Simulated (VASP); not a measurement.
All values below come from PBE GGA with D3 dispersion (zero damping), VASP's PBE PAW potentials (set 64) (plane waves; VASP 6.6.1).

A VASP calculation is set up with these files.

**POSCAR**
```
HfN
3.2468820
  0.0000000000   0.7071068288   0.7071068288
  0.7071068288   0.0000000000   0.7071068288
  0.7071068288   0.7071068288   0.0000000000
Hf N
1 1
Cartesian
  0.0000000000   0.0000000000   0.0000000000
  0.7071068288   0.7071068288   0.7071068288
```

### KPOINTS
```
Automatic mesh
0
Gamma
14 14 14
0 0 0
```

**INCAR**
```
LREAL=F
IVDW=11
SYSTEM=HfN
LASPH=T
ALGO=Normal   # blocked Davidson
LMAXMIX=6
LWAVE=F
EDIFF=1E-7   # SCF stop (eV)
ENCUT=520   # plane-wave cut-off (eV)
GGA=PE
PREC=Accurate
SIGMA=0.1   # width (eV)
ISIF=2
NELM=100   # most electronic steps
LCHARG=F
ISMEAR=1   # Methfessel-Paxton
```

POTCAR, in this order: Hf_pv N (PBE.64 set). Program: vasp_std.

Q: What will the output report for the number of irreducible k-points (NKPTS), largest plane-wave count, number of space-group operations, FFT grid (NGX, NGY, NGZ)?

A: 
```json
{
 "number of irreducible k-points (NKPTS)": "104",
 "largest_plane_wave_count": "664",
 "number_of_space_group_operations": "48",
 "FFT grid (NGX, NGY, NGZ)": "24 × 24 × 24"
}
```

The compound is HfN in the rock salt structure. This cell is one point of a volume scan, at 1.06 of the reference volume. The electron count is odd and the run is not spin-polarised, which forces a metal.
